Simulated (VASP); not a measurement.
Data:

```
CELL_PARAMETERS angstrom
      0.00000     2.96893     2.96893
      2.96893     0.00000     2.96893
      2.96893     2.96893     0.00000
ATOMIC_POSITIONS crystal
  Mg 0.00000 0.00000 0.00000
  Se 0.25000 0.25000 0.25000
```

Computed with r2SCAN meta-GGA with spin-orbit coupling, VASP's PBE PAW potentials (set 64) (plane waves; VASP). Run with 400 eV cut-off, 7×7×7 Γ-centred mesh, Gaussian smearing of 0.050 eV, potentials Mg Se.

### Question
What does the run give for the energy per atom (σ→0), band gap (over mesh and band path) with the smallest direct gap where there is one?

### Answer

The band gap (over mesh and band path) is 3.22 eV. The smallest direct gap (over mesh and band path) is 3.22 eV. The energy per atom (σ→0) is -10.707 eV/atom.

Total energies compare only between runs with the same potentials, cut-off and functional.

The structure comes from a computed database's MgSe entry (F-43m); how it stands against other phases isn't given here. The cell was not relaxed at this level.
